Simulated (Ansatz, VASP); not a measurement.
## NbRu3C: VASP beside Ansatz

```
Ru Nb C
1.0
     4.14487    0.00000    0.00000
     0.00000    4.14487    0.00000
     0.00000    0.00000    4.14487
Ru Nb C
3 1 1
Direct
  0.50000 0.50000 0.00000
  0.50000 0.00000 0.50000
  0.00000 0.50000 0.50000
  0.00000 0.00000 0.00000
  0.50000 0.50000 0.50000
```

Change from the starting cell: volume scaled by 1.06.

Alike in both runs: task single point; functional PBEsol; k mesh 7 × 7 × 7; occupations fermi-dirac, width 0.05 eV; no spin polarisation.

```csv
,VASP,Ansatz
version,VASP 6.6.1,Ansatz 0.2.0
potentials or method,"VASP PAW PBE potentials, release 64 (Ru_pv, Nb_sv, C)",Ansatz PAW
plane-wave cutoff (eV),520,420
valence electrons in the cell,59,65
```

```csv
,VASP,Ansatz,Ansatz less VASP
gap on the k mesh at the Fermi level (eV),none,none,-
pressure (GPa),-24.8,-24.7,+0.13
```

A gap of «none» marks a metal or a gap that the smearing closes. The two sets of potentials don't hold the same shells in valence.

Caveats: the PAW data sets were made with another functional, which shifts forces and pressure a little (VASP); the PAW data sets come from PBE, with cores solved anew for the run's functional, which leaves a small shift of forces and pressure (Ansatz).
